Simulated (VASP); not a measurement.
**Cd₂TeSe (space group P3m1): computed properties**

Computed with PBEsol GGA, VASP's PBE PAW potentials (set 64) (plane waves; VASP).

```yaml
space_group: P3m1 (156)
cell: a = b = 4.444 Å, c = 7.260 Å, α = β = 90.00°, γ = 120.00°
volume_per_atom: 31.04 Å³/atom
band gap (over mesh and band path): 0.16 eV
smallest direct gap (over mesh and band path): 0.16 eV
hill_bulk_modulus: 46.5 GPa
hill_shear_modulus: 13.5 GPa
Poisson's ratio: 0.368
band_edge_character_without_spin_orbit_coupling: direct, Γ to Γ
band_gap_with_spin_orbit_coupling: 0.02 eV
density: 5.77 g/cm³
optical Γ-point spectrum: 28 (×2), 113, 144, 152 (×2), 158 (×2), 177 cm⁻¹
```

```cif
data_Cd2SeTe
_chemical_formula_sum 'Cd2 Te1 Se1'
_space_group_name_H-M_alt 'P3m1'
_space_group_IT_number 156
_space_group_name_Hall 'P 3 -2"'
_cell_length_a 4.44355
_cell_length_b 4.44355
_cell_length_c 7.25984
_cell_angle_alpha 90.000
_cell_angle_beta 90.000
_cell_angle_gamma 120.000
loop_
_atom_site_label
_atom_site_type_symbol
_atom_site_symmetry_multiplicity
_atom_site_Wyckoff_symbol
_atom_site_fract_x
_atom_site_fract_y
_atom_site_fract_z
_atom_site_occupancy
Cd1 Cd 1 c 0.66667 0.33333 0.48386 1
Cd2 Cd 1 a 0.00000 0.00000 0.01500 1
Te1 Te 1 a 0.00000 0.00000 0.62786 1
Se1 Se 1 c 0.66667 0.33333 0.12129 1
```

The path is coarsely sampled, so an indirect gap can come out somewhat too large. Unless said otherwise, spin-orbit coupling is left out, though it shifts the bands of the heavy elements here.

The structure comes from a computed database's Cd2TeSe entry (P3m1); how it stands against other phases isn't given here. It was relaxed first. Symmetry was kept, so distortions that lower it aren't found.
